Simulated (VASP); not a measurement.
# SF₄: excitations by TDDFT

SF₄, molecule in box, 5 atoms in the cell. PBE0, TDDFT by the Casida equation; PAW potentials F, S (PBE set).

Kernel: hybrid exchange, triplet.

## Input

INCAR.step1:
```
EDIFF = 1E-5 ; ENCUT = 400
ISMEAR = 0 ; LASPH = T
LCHARG = F ; LWAVE = T
NBANDS = 57 ; PREC = Accurate
SIGMA = 0.02
```

INCAR.step2:
```
AEXX = 0.25 ; ALGO = Normal
CSHIFT = 0.1 ; EDIFF = 1E-7
ENCUT = 400 ; GGA = PE
HFRCUT = -1 ; ISMEAR = 0
ISTART = 1 ; LASPH = T
LCHARG = F ; LHFCALC = T
LOPTICS = T ; LWAVE = T
NBANDS = 57 ; NEDOS = 2000
PREC = Accurate ; PRECFOCK = Fast
SIGMA = 0.02
```

INCAR.step3:
```
AEXX = 0.25 ; ALGO = TDHF
ANTIRES = 0 ; CSHIFT = 0.15
EDIFF = 1E-7 ; ENCUT = 400
ENCUTGW = 150 ; GGA = PE
HFRCUT = -1 ; IBSE = 2
ISMEAR = 0 ; ISTART = 1
LADDER = T ; LASPH = T
LCHARG = F ; LFXC = T
LHARTREE = T ; LHFCALC = T
LTRIPLET = T ; LWAVE = F
NBANDS = 60 ; NBANDSO = 12
NBANDSV = 36 ; NBSEEIG = 6
NOMEGA = 1000 ; OMEGAMAX = 25
PREC = Accurate ; PRECFOCK = Fast
SIGMA = 0.02
```

KPOINTS:
```
k-points
0
Gamma
  1 1 1
```

POSCAR:
```
SF4
1.0
   12.0000000000      0.0000000000      0.0000000000
    0.0000000000     12.0000000000      0.0000000000
    0.0000000000      0.0000000000     12.0000000000
F S
4 1
Direct
    0.4532333340      0.4810016690      0.5977349980
    0.6280583340      0.4615016665      0.5409516680
    0.3799916640      0.4935600023      0.4284849980
    0.5333833340      0.5937183298      0.4530766680
    0.5053333340      0.4702183323      0.4797516680
```

Commands (each step's output is kept before the next begins):
```
cat potpaw_PBE.64/F/POTCAR potpaw_PBE.64/S/POTCAR > POTCAR
cp INCAR.step1 INCAR
mpirun -np 4 vasp_gam > vasp.out
cp INCAR.step2 INCAR
mpirun -np 4 vasp_gam > vasp.out
cp INCAR.step3 INCAR
mpirun -np 4 vasp_gam > vasp.out
```

## Result

- First excitation (eV): 5.40
- Binding of the first excitation (eV): 2.493

Lowest excitations:

| Energy (eV) |
|---|
| 5.400 |
| 7.849 |
| 8.065 |
| 8.120 |
| 8.472 |
| 8.688 |
| 8.853 |
| 8.888 |

Make-up of the lowest excitation:

| k point | From band | To band | Share |
|---|---|---|---|
| 0.000 0.000 0.000 | 17 | 18 | 0.99 |
| 0.000 0.000 0.000 | 8 | 18 | 0.00 |
| 0.000 0.000 0.000 | 13 | 18 | 0.00 |
| 0.000 0.000 0.000 | 17 | 23 | 0.00 |
| 0.000 0.000 0.000 | 10 | 18 | 0.00 |
| 0.000 0.000 0.000 | 17 | 31 | 0.00 |

The lowest pair of one-particle levels lies at 7.893 eV and the first excitation at 5.400 eV, 2.493 eV lower.

Half of the first excitation's weight sits on 1 of 432 pairs.

Limits: The strengths that the program prints for triplets aren't physical; they are zero without spin-orbit coupling.

VASP 6.6.1 took 88 s on 4 cores (Intel Xeon 6975P-C (Granite Rapids)), a shared host.
